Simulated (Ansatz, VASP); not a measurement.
## LiBe16 (a cell with a defect): VASP beside Ansatz

```xyz
17
Lattice="-2.2900 -3.9664 0.0000 3.4350 -1.9832 0.0000 0.0000 0.0000 7.1769" Properties=species:S:1:pos:R:3 pbc="T T T"
Be    0.1529   -4.0156    0.0497
Be    0.2487   -2.7564    1.8180
Be   -0.6107   -3.7312    3.6367
Be    0.2475   -2.7551    5.4581
Be   -0.9531   -2.0052    0.0505
Be    2.3783   -2.6407    1.8131
Be   -2.2342   -1.6710    3.6396
Be    2.3780   -2.6413    5.4632
Be    1.2904   -2.0069    0.0496
Be    1.1797   -0.7165    1.8099
Be    1.4624   -1.7733    3.6380
Be    1.1804   -0.7151    5.4656
Be    0.1234   -0.0136    0.0500
Be    1.4076   -4.6994    1.8234
Be   -0.1197    0.2412    3.6393
Be    1.4067   -4.6987    5.4556
Li   -0.4008   -1.7408    3.6370
```

Alike in both runs: functional PBE; k mesh 5 × 5 × 3; occupations gaussian, width 0.15 eV; no spin polarisation.

Ansatz relaxed the structure, and its values are those at the end. VASP's run is a single point on that final structure, the one shown.

|  | VASP | Ansatz |
| --- | --- | --- |
| version | VASP 6.6.1 | Ansatz 0.2.0 |
| potentials or method | VASP PAW PBE potentials, release 64 (Be, Li_sv) | scalar-relativistic, plane waves, PAW |
| plane-wave cutoff (eV) | 520 | 420 |
| valence electrons in the cell | 35 | 35 |

|  | VASP | Ansatz | Ansatz less VASP |
| --- | --- | --- | --- |
| rms of the force components (eV/Å) | 0.004 | 0.002 | -0.0019 |
